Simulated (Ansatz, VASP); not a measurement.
**TiTe2: VASP beside Ansatz**

One calculation is typed for both programs; each brings its own data sets. How far apart do they land? The structure shown is the end of the Ansatz relaxation below.

Method: plane waves, with VASP 6.6.1 beside it; single point at PBE, in Ansatz 0.2.0.

## 1. The structure

The cell holds 3 atoms: 1 Ti and 2 Te. Its edges and angles: a = 3.748 Å, b = 3.748 Å, c = 31.000 Å, α = 90.0°, β = 90.0°, γ = 120.0°. Vacuum lies along c.

## 2. Ansatz: relaxation, PBE

Ansatz runs on its default PAW (the set named soft_2) files.

This run makes the geometry at which the two programs are then compared.

Contents of input.yaml:

```yaml
crystal:
  lattice:
    - [3.7474922156, 0.0, 0.0]
    - [-1.8737461078, 3.2454234592, 0.0]
    - [0.0, 0.0, 31.0]
  atoms:
    - { symbol: Ti, position: [0.3333333333, 0.6666666667, 0.3225806452] }
    - { symbol: Te, position: [0.6666666667, 0.3333333333, 0.3802030184] }
    - { symbol: Te, position: [0.6666666667, 0.3333333333, 0.2649582719] }
  periodic: [true, true, false]
kpoints:
  mp_grid: { grid: [12, 12, 1] }
hamiltonian:
  xc: pbe
scf:
  occupations: { method: gaussian, width: 0.01 }
output:
  forces: true
  stress: true
  eigenvalues: true
  write_density: true
  write_potential: true
  elf: true
  volumetric_format: npy
relax:
  adjacent_minimum: "off"
  f_tol: 0.001
  max_steps: 60
  cell: { stress_2d_tol: 0.002 }
```

The run is started by

```
$ ansatz run input.yaml --threads 8 --pin off --max-ram 14336MiB --backend cpu --events-out ev --progress --plain --runs-dir out
```

Numbers of over 12 decimals in the logs are rounded to 6 here.

What it wrote:

```text
Engine: ansatz 0.2.0, x86_64-unknown-linux-gnu
Pseudopotentials: kind: paw
Pseudopotential: Ti, paw, valence charge 12, recommended cutoff 420 eV (normal), Ti.paw.azcp
Pseudopotential: Te, paw, valence charge 16, recommended cutoff 420 eV (normal), Te.paw.azcp
Functional definition: PBE
  parameter kappa = 0.804
  parameter beta = 0.066725
  exchange = pbe_x(kappa = kappa, mu = beta*pi^2/3)
  correlation = pbe_c(beta = beta)
Crystal: 3 atoms, lattice volume = 377.028 Å³
Basis set: ecut = 420 eV, 7399 PW (Γ), exchange–correlation on 54×54×432 points (8 copies of the dense FFT grid, shifted against one another)
Bands: 27, of which v1, the nominal top of the filled ones, is band 22 counted from 1 (21 counted from 0)
Symmetry: 12 space group operations
Space group: P-6m2 (ITA 187), of the structure as read, at distance tolerance 7.2e-5 Å
k-points: 19 of 144 (time reversal used)
Non-local potential: Ti, projectors of the file, l = 0: 3, l = 1: 2, l = 2: 3, l = 3: 1
Non-local potential: Te, projectors of the file, l = 0: 2, l = 1: 2, l = 2: 2, l = 3: 2
PAW form: soft (Blöchl's): semilocal exchange-correlation on the pseudo side does not see the compensation charge
PAW one-centre angular grid: Ti, 590 points (default); XC on 64 Gauss nodes
PAW one-centre angular grid: Te, 590 points (default); XC on 64 Gauss nodes
Initial density: superposition of atomic densities (neutral atoms: chi_scale 0, normalization atom), corrected by the library's trained network
Initial wavefunctions: pseudopotential atomic-orbital guess
Functional: x = pbe(κ = 0.804, μ = 0.219515), c = pbe(β = 0.066725)
SCF iter   1: F=—  HF=-16461.360460 eV  |F-HF|=—  |Δ(HF+E_count)|=         —  Δρ=3.46e-3  dr2=1.05e-1  ethr=1.77e-3  ⟨swp⟩=14.7  Hψ=3452  notcnv=0
preconditioner: auto → Resta (q_TF=auto, 1.907 Å⁻¹)  ε∞=2.6  [insulator: Δε(μ)=0.215 eV  Ē_g=6.086 eV  σ=0.010 eV  W_gap=1.00  n_scr=18 (ndim 8)  ℏωp=7.6 eV  f_vac=0.753  D(μ)=0.00/eV (n_scr^D=0)  ε∞_Penn≈2.6  vacuum switching on, ρ_ref=2.7e-3 e/Å³]
SCF iter   2: F=—  HF=-16461.379060 eV  |F-HF|=—  |Δ(HF+E_count)|=   1.86e-2  Δρ=6.37e-3  dr2=3.27e-1  ethr=2.39e-4  ⟨swp⟩=4.5  Hψ=1186  notcnv=0  defer=19  recentre
SCF iter   3: F=—  HF=-16461.353420 eV  |F-HF|=—  |Δ(HF+E_count)|=   2.56e-2  Δρ=2.32e-3  dr2=4.28e-2  ethr=2.39e-4  ⟨swp⟩=3.3  Hψ=771  notcnv=0  defer=19
SCF iter   4: F=—  HF=-16461.351188 eV  |F-HF|=—  |Δ(HF+E_count)|=   2.23e-3  Δρ=1.40e-3  dr2=5.35e-3  ethr=9.73e-5  ⟨swp⟩=2.8  Hψ=725  notcnv=0  defer=19
SCF iter   5: F=—  HF=-16461.352658 eV  |F-HF|=—  |Δ(HF+E_count)|=   1.47e-3  Δρ=2.13e-4  dr2=1.83e-4  ethr=1.22e-5  ⟨swp⟩=3.5  Hψ=1067  notcnv=0  defer=19
SCF iter   6: F=—  HF=-16461.352697 eV  |F-HF|=—  |Δ(HF+E_count)|=   3.92e-5  Δρ=1.17e-4  dr2=4.75e-5  ethr=4.15e-7  ⟨swp⟩=2.9  Hψ=922  notcnv=0  defer=19
SCF iter   7: F=—  HF=-16461.352753 eV  |F-HF|=—  |Δ(HF+E_count)|=   5.61e-5  Δρ=3.14e-5  dr2=2.70e-6  ethr=1.08e-7  ⟨swp⟩=2.7  Hψ=1010  notcnv=0  defer=19
SCF iter   8: F=—  HF=-16461.352753 eV  |F-HF|=—  |Δ(HF+E_count)|=   4.59e-7  Δρ=6.85e-6  dr2=4.25e-7  ethr=6.13e-9  ⟨swp⟩=3.1  Hψ=1076  notcnv=0  defer=19
iter 9 did not close the SCF: its close was put off until two iterations running show no level that it waits for move by more than its bar (scf_convergence_deferred on its scf_iter line)
SCF iter   9: F=-16461.352753 eV  HF=-16461.352753 eV  |F-HF|=7.87e-9  |Δ(HF+E_count)|=   1.90e-8  Δρ=1.31e-6  dr2=1.68e-8  ethr=2.27e-10  ⟨swp⟩=22.2  Hψ=4686  notcnv=0
SCF iter  10: F=-16461.352753 eV  HF=-16461.352753 eV  |F-HF|=1.91e-9  |Δ(HF+E_count)|=  3.27e-10  Δρ=3.82e-7  dr2=6.54e-10  ethr=3.81e-11  ⟨swp⟩=8.8  Hψ=3081  notcnv=0
SCF 1 converged in 10 iterations: F = -16461.352753 eV  dr2 = 6.54e-10
  greatest PAW one-centre occupation: 0.999 electrons in one spin orbital (limit 2), on the Ti atom at site 0 (counted from 0), in its partial waves of l = 0
relax step   1: F+E_penalty+E_count = -16461.35275275 eV  Δ(F+E_penalty+E_count) = +0.000e0 eV  max|allowed force component| = 1.562e-4 eV/Å  Δτ_max = 0.0000 Å  P = +0.003 N/m  Ω = 377.028 Å³  fix = [c, alpha, beta]  reactions: c +0.000 N/m  (10 SCF iters, dr2 threshold 1.00e-7 eV, accepted)
[...]
relax step   2: F+E_penalty+E_count = -16461.35275187 eV  Δ(F+E_penalty+E_count) = +8.808e-7 eV  max|allowed force component| = 6.285e-4 eV/Å  Δτ_max = 0.0001 Å  P = +0.001 N/m  Ω = 377.059 Å³  energy of the carried Pulay correction = -9.412e-7 eV  fix = [c, alpha, beta]  reactions: c +0.000 N/m  (6 SCF iters, dr2 threshold 1.10e-11 eV, accepted)
[...]
relax step   3: F+E_penalty+E_count = -16461.35275410 eV  Δ(F+E_penalty+E_count) = -2.231e-6 eV  max|allowed force component| = 6.278e-4 eV/Å  Δτ_max = 0.0000 Å  P = +0.001 N/m  Ω = 377.059 Å³  fix = [c, alpha, beta]  reactions: c +0.000 N/m  stress off target by 9.09e-4 N/m on what of the cell is left free  SCF on the basis re-selected at this cell (its energy is not comparable with the rows above)  (10 SCF iters)
basis re-selected at this cell: Δ(F+E_penalty+E_count) = -2.231e-6 eV, ΔP = -0.000 N/m vs the last step (what re-selecting the basis moved, of the pressure what is left beyond the Pulay correction that the steps carried, after the strain that the cell walked since its last selection, with what the two solves' SCF thresholds leave and, on support functions, any second-order correction that the steps lacked; it is no m [...]
SCF converged after 10 iterations
Free energy (F): -16461.352754 eV
Harris-Foulkes:  -16461.352754 eV  (|F-HF|=5.46e-11)
Internal energy: -16461.352754 eV  (E = F + TS)
E sigma→0 (E₀):  -16461.352754 eV
Fermi energy:    -5.221562 eV
--- Per-component energies (eV) ---
  E_band       = -1331.233941
  E_kinetic    = 632.445556
  E_local      = -88367.590696  (includes V_loc(G=0)·N_el)
  E_nonlocal   = -611.707492
  E_hartree    = 44138.392758
  E_xc         = -345.844951
  E_vxc        = -329.893995  (∫ρ·V_xc dr)
  E_paw        = -10372.627756  (= ΣΔE_a)
  E_vpaw       = -931.272589  (= ΣTr[D̂ρ^β])
  E_aug_tail   = -0.000241  (compensation charges beyond the density's cutoff)
  E_ewald      = 38465.580068
  E_smearing   = -0.000000  (= −TS)
  E_closure    = -0.000000  (closes the sum)
  Σ components = -16461.352754   (vs F -16461.352754, Δ=0.00e0)
--- Forces (eV/Å), atoms counted from 1 ---
  atom   1  Ti     0.00000000    -0.00000000     0.00000000
  atom   2  Te    -0.00000000    -0.00000000     0.00062777
  atom   3  Te     0.00000000    -0.00000000    -0.00062777
  max |Σ_I F_I| component: 5.09e-17 eV/Å
--- 2D stress c σ (N/m, compression-positive) ---
        0.000909       0.000000       0.000000
        0.000000       0.000909       0.000000
        0.000000       0.000000       0.000000
  P = ½ c Tr σ = 0.0009 N/m
--- Band table (eV; the first three rows and the last of 19) ---
  k-point 0: bands = [... 18 lower, -6.0424, -6.0424, -5.3122, -5.3122, -4.4289, -2.5103, -2.5103, -2.3724, ... 1 higher]
  k-point 1: bands = [... 18 lower, -6.2933, -6.0120, -5.4239, -5.4124, -4.4606, -2.7884, -2.7093, -2.5164, ... 1 higher]
  k-point 2: bands = [... 18 lower, -6.5212, -5.9301, -5.7239, -5.6966, -4.5964, -3.1633, -3.0953, -2.8507, ... 1 higher]
  k-point 18: bands = [... 18 lower, -8.4447, -7.6618, -7.6452, -5.9875, -4.4787, -3.7787, -3.0216, -2.9918, ... 1 higher]
--- Relaxed structure (2 steps of the walk, 2 accepted, 1 SCFs on fresh bases) ---
  F+E_penalty+E_count = -16461.35275410 eV   max|allowed force component| = 6.278e-4 eV/Å   (the final SCF, on the basis selected at the relaxed cell)
  cell:  # Å, volume = 377.0588 Å³
    - [3.747644, 0.0, 0.0]
    - [-1.873822, 3.245555, 0.0]
    - [0.0, 0.0, 31.0]
  atoms:
    - { symbol: Ti, position: [0.333333, 0.666667, 0.322581] }
    - { symbol: Te, position: [0.666667, 0.333333, 0.380199] }
    - { symbol: Te, position: [0.666667, 0.333333, 0.264962] }
```

## 3. VASP: single point, PBE

The same cell, functional, mesh and smearing now go to VASP, with its own data sets.

Lines of VASP's logs that name or quote its potential files are left out, and so is its time.

Contents of INCAR:

```
SYSTEM = TiTe2
PREC = Accurate
ENCUT = 400
EDIFF = 1E-06
NELM = 120
ISMEAR = 0
SIGMA = 0.01
LREAL = .FALSE.
ALGO = Normal
GGA = PE
NBANDS = 18
LASPH = .TRUE.
LORBIT = 11
LWAVE = .FALSE.
LCHARG = .FALSE.
ISIF = 2
LDIPOL = .TRUE.
IDIPOL = 3
DIPOL = 0.5 0.5 0.323
LVHAR = .TRUE.
GGA_COMPAT = .FALSE.
EFERMI = MIDGAP
NELMDL = -8
```

Contents of POSCAR:

```
TiTe2
1.0
    3.7476444032      0.0000000000      0.0000000000
   -1.8738222016      3.2455552575      0.0000000000
    0.0000000000      0.0000000000     31.0000000000
Ti Te
1 2
Direct
    0.3333333333      0.6666666667      0.3225806452
    0.6666666666      0.3333333334      0.3801991612
    0.6666666666      0.3333333334      0.2649621291
```

Contents of KPOINTS:

```
Automatic mesh
0
Gamma
12 12 1
0 0 0
```

PAW data sets: Ti_sv and Te (PBE family, release 64).

The run is started by

```
$ mpirun -np 1 vasp_std
```

What it wrote:

```text
[banner, memory and clock lines left out]
running    1 mpi-ranks, on    1 nodes
 distrk:  each k-point on    1 cores,    1 groups
 distr:  one band on    1 cores,    1 groups

 POSCAR found type information on POSCAR TiTe
 POSCAR found :  2 types and       3 ions
 LDA part: xc-table for (Slater+PW92), standard interpolation
 POSCAR, INCAR and KPOINTS ok, starting setup
 FFT: planning ... GRIDC
 FFT: planning ... GRID_SOFT
 FFT: planning ... GRID
 WAVECAR not read
 entering main loop
       N       E                     dE             d eps       ncg     rms          rms(c)
DAV:   1     0.139269957454E+03    0.13927E+03   -0.92013E+03   836   0.796E+02
DAV:   2     0.646067128364E-01   -0.13921E+03   -0.13715E+03   934   0.212E+02
DAV:   3    -0.172639726595E+02   -0.17329E+02   -0.17264E+02  1280   0.670E+01
DAV:   4    -0.181715018806E+02   -0.90753E+00   -0.90300E+00   948   0.151E+01
DAV:   5    -0.182469192627E+02   -0.75417E-01   -0.75358E-01  1058   0.347E+00
DAV:   6    -0.182478190542E+02   -0.89979E-03   -0.89974E-03   956   0.433E-01
DAV:   7    -0.182478380258E+02   -0.18972E-04   -0.18970E-04  1054   0.631E-02
DAV:   8    -0.182478382255E+02   -0.19973E-06   -0.19969E-06   990   0.658E-03    0.119E+01
DAV:   9    -0.188538099346E+02   -0.60597E+00   -0.42959E+01   810   0.397E+01    0.175E+01
DAV:  10    -0.164695051926E+02    0.23843E+01   -0.50943E+01   904   0.396E+01    0.674E+00
DAV:  11    -0.160046451055E+02    0.46486E+00   -0.14780E+00   776   0.828E+00    0.318E+00
DAV:  12    -0.158935657287E+02    0.11108E+00   -0.12476E+00   974   0.727E+00    0.169E+00
DAV:  13    -0.158904637313E+02    0.31020E-02   -0.32494E-01   772   0.448E+00    0.103E+00
DAV:  14    -0.158788744388E+02    0.11589E-01   -0.76784E-02   744   0.211E+00    0.257E-01
[...]
DAV:  19    -0.158788956678E+02   -0.10397E-03   -0.12110E-04   800   0.648E-02    0.209E-02
DAV:  20    -0.158789643650E+02   -0.68697E-04   -0.16891E-05   836   0.212E-02    0.310E-02
DAV:  21    -0.158790559138E+02   -0.91549E-04   -0.39414E-06   666   0.804E-03    0.143E-02
DAV:  22    -0.158790885362E+02   -0.32622E-04   -0.47550E-06   738   0.135E-02    0.588E-03
DAV:  23    -0.158791170533E+02   -0.28517E-04   -0.32497E-06   700   0.928E-03    0.508E-03
DAV:  24    -0.158791229174E+02   -0.58640E-05   -0.19394E-07   568   0.245E-03    0.515E-03
DAV:  25    -0.158791266653E+02   -0.37480E-05   -0.97091E-08   508   0.133E-03    0.247E-03
DAV:  26    -0.158791275109E+02   -0.84562E-06   -0.96287E-08   402   0.211E-03
   1 F= -.15879128E+02 E0= -.15879128E+02  d E =-.125654E-38
```

From OUTCAR (step 3):

```text
ion  position               nearest neighbor table
   1  0.333  0.667  0.323-   2 2.81   2 2.81   2 2.81   3 2.81   3 2.81   3 2.81
   2  0.667  0.333  0.380-   1 2.81   1 2.81   1 2.81   3 3.57
   3  0.667  0.333  0.265-   1 2.81   1 2.81   1 2.81   2 3.57

  LATTYP: Found a hexagonal cell.
 ALAT       =     3.7476444032
 C/A-ratio  =     8.2718627129

 Subroutine GETGRP returns: Found 12 space group operations
 (whereof  6 operations were pure point group operations)

The static configuration has the point symmetry C_3v.
 The point group associated with its full space group is D_3h.

 Found     19 irreducible k-points:

   k-points           NKPTS =     19   k-points in BZ     NKDIM =     19   number of bands    NBANDS=     18

   dimension x,y,z NGX =    24 NGY =   24 NGZ =  210
   dimension x,y,z NGXF=    48 NGYF=   48 NGZF=  420

   ENCUT  =  400.0 eV  29.40 Ry    5.42 a.u.   6.11  6.11 50.55*2*pi/ulx,y,z

   NELECT =      24.0000    total number of electrons

 k-points in reciprocal lattice and weights: Automatic mesh
   0.00000000  0.00000000  0.00000000       0.007
   0.08333333  0.00000000  0.00000000       0.042
   0.16666667  0.00000000  0.00000000       0.042
   0.25000000  0.00000000  0.00000000       0.042
   0.33333333 -0.00000000  0.00000000       0.042
   0.41666667  0.00000000  0.00000000       0.042
   0.50000000  0.00000000  0.00000000       0.021
   0.08333333  0.08333333  0.00000000       0.042
   0.16666667  0.08333333  0.00000000       0.083
[...]
0.33333333  0.25000000  0.00000000       0.083
   0.33333333  0.33333333  0.00000000       0.014

 dipolmoment           0.000000      0.000000      0.000008 electrons x Angstroem

 average (electrostatic) potential at core
       1 -84.0026       2 -96.4330       3 -96.4330

 E-fermi :  -2.7216

 k-point     1 :       0.0000    0.0000    0.0000
  band No.  band energies     occupation
    ...
      8      -3.7587      2.00000
      9      -3.5461      2.00000
     10      -3.5461      2.00000
     11      -2.8119      2.00000
     12      -2.8119      2.00000
     13      -1.9253      0.00000
     14      -0.0064      0.00000
     15      -0.0064      0.00000
     16       0.1312      0.00000
     17       0.1312      0.00000
    ...

 k-point     2 :       0.0833    0.0000    0.0000
  band No.  band energies     occupation
    ...
      8      -3.8023      2.00000
      9      -3.7960      2.00000
     10      -3.5155      2.00000
     11      -2.9235      2.00000
     12      -2.9101      2.00000
     13      -1.9573      0.00000
     14      -0.2860      0.00000
     15      -0.2072      0.00000
     16      -0.0137      0.00000
     17       0.0564      0.00000
    ...

 k-point     3 :       0.1667    0.0000    0.0000
  band No.  band energies     occupation
    ...
      8      -4.4700      2.00000
      9      -4.0187      2.00000
     10      -3.4332      2.00000
     11      -3.2162      2.00000
     12      -3.1960      2.00000
     13      -2.0943      0.00000
     14      -0.6632      0.00000
     15      -0.5956      0.00000
     16      -0.3498      0.00000
     17       0.1942      0.00000
    ...

  Total       -0.0584911     -0.0584911     -0.0112387      0.0000000      0.0000000      0.0000000
  in kB       -0.2485370     -0.2485370     -0.0477549      0.0000000      0.0000000      0.0000000
  external PRESSURE =      -0.1816096 kB  Pullay stress =       0.0000000 kB

  energy-cutoff  :      400.00
  volume of cell :      377.06
      direct lattice vectors                 reciprocal lattice vectors
     3.747644403  0.000000000  0.000000000     0.266834281  0.154056844  0.000000000
    -1.873822202  3.245555257  0.000000000     0.000000000  0.308113688  0.000000000
     0.000000000  0.000000000 31.000000000     0.000000000  0.000000000  0.032258065

 POSITION                                       TOTAL-FORCE (eV/Angst)
 -----------------------------------------------------------------------------------
     -0.00000      2.16370     10.00000        -0.000000      0.000000      0.000000
      1.87382      1.08185     11.78617         0.000000      0.000000      0.017845
      1.87382      1.08185      8.21383         0.000000      0.000000     -0.017845
 -----------------------------------------------------------------------------------
    total drift:                                0.000001     -0.000000      0.000106

  FREE ENERGIE OF THE ION-ELECTRON SYSTEM (eV)
  ---------------------------------------------------
  free  energy   TOTEN  =       -15.8791275109 eV

  energy  without entropy=      -15.8791275109  energy(sigma->0) =      -15.87912751

 vacuum level on the upper side and lower side of the slab         2.508         2.508

 total charge
# of ion       s       p       d       tot
------------------------------------------
    1        2.160   6.109   1.866  10.135
    2        1.382   2.000   0.033   3.415
    3        1.382   2.000   0.033   3.415
--------------------------------------------------
tot          4.924  10.110   1.931  16.965

[... 3 further parts left out ...]
```

This run has no spin polarisation, so a moment on Ti, if there is one, isn't seen.

## 4. Differences

Known differences besides the potentials themselves: Ansatz cuts the interaction across the vacuum, VASP repeats the sheet with a dipole correction; the data sets hold 44 valence electrons in Ansatz (on its default PAW (the set named soft_2) files) and 24 in VASP; the cutoff is 420 eV in Ansatz and 400 eV in VASP. Total energies have different zeros and are not compared.

Compared:

```tsv
quantity	Ansatz	VASP	difference
gap on the k mesh (eV)	0.182	0.181	+0.001
```

At this near-relaxed geometry the largest component of a force difference is 17 meV/Å. A gap on the mesh is an upper bound, since the band edges may lie between its points. With vacuum in the cell, a pressure given here is an average over mostly empty space and none of the material.

## 5. Results

| Property | Result |
| --- | --- |
| difference in gap on the k mesh (single point, PBE) | 0.0012 eV |
| r.m.s. force difference (single point, PBE) | 8.1 meV/Å |

What this shows: The r.m.s. force difference is 8.1 meV/Å (single point, PBE), within the 12 meV/Å picked in this series as the mark of a large difference. The data sets hold unlike numbers of valence electrons (44 in Ansatz and 24 in VASP), so part of the differences comes from the potentials. Such differences can come from data sets, numerical settings and the points named under the comparisons, not from the functional's error against experiment.

[Lines on the potential files, build, host, timing and source positions are cut from VASP's logs without a mark.]

[Logs are printed without paths, hosts, clocks, repeated set-up lines and the standing remarks that a program may print on its own settings, such as how far it seeks lower states.]

[Hosts, paths, dates, database ids (printed as entryN), source tags and the programs' standing remarks are cut or masked in the printed files.]
